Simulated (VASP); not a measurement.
Computed with PBEsol GGA, VASP's PBE PAW potentials (set 64) (plane waves; VASP 6.6.1).

A VASP calculation is set up with these files.

POSCAR:
```
Mo
1
   -1.5485419010     1.5485419010     1.5485419010
    1.5485419010    -1.5485419010     1.5485419010
    1.5485419010     1.5485419010    -1.5485419010
Mo
1
Direct
  0.0000000000   0.0000000000   0.0000000000
```

### KPOINTS
```
Automatic mesh
0
Gamma
16 16 16
0 0 0
```

**INCAR**
```
# general
SYSTEM   =  Mo
PREC     =  Accurate
ENCUT    =  500
LREAL    =  .FALSE.
LASPH    =  .TRUE.

# electronic loop
EDIFF    =  1E-6
NELM     =  100
ALGO     =  Normal
LMAXMIX  =  4

# smearing
ISMEAR   =  1
SIGMA    =  0.1

# functional
GGA      =  PS

# ions
IBRION   =  2
NSW      =  40
ISIF     =  3
EDIFFG   =  -0.02
PSTRESS  =  200

# output
LWAVE    =  .FALSE.
LCHARG   =  .FALSE.
```

POTCAR, in this order: Mo_sv (PBE.64 set). Program: vasp_std.

Output of the run:

### OUTCAR
```
 ion  position               nearest neighbor table
   1  0.000  0.000  0.000-
  LATTYP: Found a body centered cubic cell.
 ALAT       =     3.0970838020
 Subroutine PRICEL returns:
 Original cell was already a primitive cell.
 Subroutine GETGRP returns: Found 48 space group operations
The static configuration has the point symmetry O_h .
The dynamic configuration has the point symmetry O_h .
 Subroutine INISYM returns: Found 48 space group operations
 Subroutine IBZKPT returns following result:
 Found    145 irreducible k-points:

 Following reciprocal coordinates:
            Coordinates               Weight
  0.000000  0.000000  0.000000      1.000000
  0.062500  0.000000  0.000000     12.000000
  0.125000  0.000000  0.000000     12.000000
  0.187500  0.000000  0.000000     12.000000
  0.250000  0.000000  0.000000     12.000000
  0.312500  0.000000  0.000000     12.000000
  0.375000  0.000000  0.000000     12.000000
  0.437500  0.000000  0.000000     12.000000
  0.500000  0.000000  0.000000      6.000000
  0.062500  0.062500  0.000000     24.000000
  0.125000  0.062500  0.000000     48.000000
  0.187500  0.062500  0.000000     48.000000
  0.250000  0.062500  0.000000     48.000000
  0.312500  0.062500  0.000000     48.000000
  0.375000  0.062500  0.000000     48.000000
  0.437500  0.062500 -0.000000     48.000000
  0.125000  0.125000  0.000000     24.000000
  0.187500  0.125000  0.000000     48.000000
  0.250000  0.125000  0.000000     48.000000
  0.312500  0.125000  0.000000     48.000000
  0.375000  0.125000  0.000000     48.000000
  0.437500  0.125000  0.000000     24.000000
  0.187500  0.187500  0.000000     24.000000
  0.250000  0.187500  0.000000     48.000000
  0.312500  0.187500  0.000000     48.000000
...
```

File OSZICAR:
```
       N       E                     dE             d eps       ncg     rms          rms(c)
DAV:   1     0.880656027810E+02    0.88066E+02   -0.81708E+03  3198   0.128E+03
DAV:   2    -0.112262260111E+02   -0.99292E+02   -0.95873E+02  3469   0.339E+02
DAV:   3    -0.124822358847E+02   -0.12560E+01   -0.12463E+01  3679   0.382E+01
DAV:   4    -0.124855079274E+02   -0.32720E-02   -0.32718E-02  3507   0.225E+00
DAV:   5    -0.124855235708E+02   -0.15643E-04   -0.15645E-04  3698   0.154E-01    0.178E+01
DAV:   6    -0.118663918452E+02    0.61913E+00   -0.10431E+00  3412   0.124E+01    0.516E+00
DAV:   7    -0.117740567307E+02    0.92335E-01   -0.21943E-01  3694   0.529E+00    0.871E-01
DAV:   8    -0.117681833561E+02    0.58734E-02   -0.41559E-03  3310   0.905E-01    0.197E-01
DAV:   9    -0.117682037357E+02   -0.20380E-04   -0.78288E-05  3804   0.121E-01    0.885E-02
DAV:  10    -0.117682106691E+02   -0.69333E-05   -0.77908E-06  3427   0.357E-02    0.562E-03
DAV:  11    -0.117682108482E+02   -0.17916E-06   -0.72597E-08  1994   0.291E-03
   1 F= -.99140462E+01 E0= -.99141598E+01  d E =-.991405E+01
       N       E                     dE             d eps       ncg     rms          rms(c)
DAV:   1    -0.143721235449E+02   -0.26039E+01   -0.79787E+01  3334   0.127E+02    0.304E+01
DAV:   2    -0.116462223534E+02    0.27259E+01   -0.50930E+00  3208   0.312E+01    0.418E+00
DAV:   3    -0.113200955344E+02    0.32613E+00   -0.10592E+00  3375   0.136E+01    0.527E+00
DAV:   4    -0.113357297715E+02   -0.15634E-01   -0.23864E-02  3416   0.192E+00    0.908E-01
DAV:   5    -0.113364870896E+02   -0.75732E-03   -0.40789E-03  3461   0.819E-01    0.111E-01
DAV:   6    -0.113364617390E+02    0.25351E-04   -0.37807E-05  3475   0.802E-02    0.110E-02
DAV:   7    -0.113364596354E+02    0.21036E-05   -0.33439E-06  3424   0.234E-02    0.259E-03
DAV:   8    -0.113364597509E+02   -0.11544E-06   -0.15596E-08  1676   0.145E-03
   2 F= -.97227639E+01 E0= -.97225086E+01  d E =0.191282E+00
       N       E                     dE             d eps       ncg     rms          rms(c)
DAV:   1    -0.137136856494E+02   -0.23772E+01   -0.53929E+01  3304   0.109E+02    0.149E+01
DAV:   2    -0.118517201112E+02    0.18620E+01   -0.42000E+00  3229   0.256E+01    0.434E+00
DAV:   3    -0.117159581307E+02    0.13576E+00   -0.63404E-01  3414   0.101E+01    0.156E+00
DAV:   4    -0.117242262667E+02   -0.82681E-02   -0.42582E-03  3385   0.823E-01    0.958E-01
DAV:   5    -0.117304027317E+02   -0.61765E-02   -0.34447E-03  3374   0.596E-01    0.407E-02
DAV:   6    -0.117304007148E+02    0.20169E-05   -0.33762E-05  3579   0.622E-02    0.961E-03
DAV:   7    -0.117304000516E+02    0.66326E-06   -0.90879E-07  2119   0.107E-02
   3 F= -.99280970E+01 E0= -.99280884E+01  d E =-.140507E-01
       N       E                     dE             d eps       ncg     rms          rms(c)
DAV:   1    -0.117285369233E+02    0.18638E-02   -0.60964E-03  3343   0.113E+00    0.199E-01
DAV:   2    -0.117283190265E+02    0.21790E-03   -0.44166E-04  3322   0.272E-01    0.330E-02
DAV:   3    -0.117283010653E+02    0.17961E-04   -0.72991E-05  3430   0.109E-01    0.297E-02
DAV:   4    -0.117283040891E+02   -0.30238E-05   -0.12087E-06  2598   0.133E-02    0.146E-03
DAV:   5    -0.117283040977E+02   -0.85438E-08   -0.15510E-07  1607   0.520E-03
   4 F= -.99281284E+01 E0= -.99281146E+01  d E =-.140822E-01
```

File OUTCAR:
```
------------------------ aborting loop because EDIFF is reached ----------------------------------------
  FORCE on cell =-STRESS in cart. coord.  units (eV):
  Direction    XX          YY          ZZ          XY          YZ          ZX
  --------------------------------------------------------------------------------------
  Total        1.7929607      1.7929607      1.7929607     -0.0000000     -0.0000000      0.0000000
  in kB      199.1984102    199.1984102    199.1984102     -0.0000000     -0.0000000      0.0000000
  external PRESSURE =      -0.8015898 kB  Pullay stress =     200.0000000 kB
  volume of cell :       14.42
      direct lattice vectors                 reciprocal lattice vectors
    -1.533363650  1.533363650  1.533363650     0.000000000  0.326080509  0.326080509
     1.533363650 -1.533363650  1.533363650     0.326080509  0.000000000  0.326080509
     1.533363650  1.533363650 -1.533363650     0.326080509  0.326080509  0.000000000
 POSITION                                       TOTAL-FORCE (eV/Angst)
 -----------------------------------------------------------------------------------
      0.00000      0.00000      0.00000         0.000000     -0.000000     -0.000000
 -----------------------------------------------------------------------------------
    total drift:                                0.000000     -0.000000      0.000000
  FREE ENERGIE OF THE ION-ELECTRON SYSTEM (eV)
  ---------------------------------------------------
  free  energy   TOTEN  =       -11.7283040977 eV

  energy  without entropy=      -11.7282627175  energy(sigma->0) =      -11.72829030
  enthalpy is  TOTEN    =        -9.9281283943 eV   P V=        1.8001757034

 reached required accuracy - stopping structural energy minimisation
```
(Selected blocks of OUTCAR.)

### CONTCAR
```
Mo
   1.00000000000000
    -1.5333636503697665    1.5333636503697665    1.5333636503697665
     1.5333636503697665   -1.5333636503697665    1.5333636503697665
     1.5333636503697665    1.5333636503697665   -1.5333636503697665
  Mo
     1
Direct
     0.0000000000000000    0.0000000000000000    0.0000000000000000
```

Energy and stress use the plane-wave basis of the starting cell.

The compound is Mo in the bcc structure. This run relaxes it under an external pressure of 20 GPa. Symmetry was kept, so distortions that lower it aren't found.
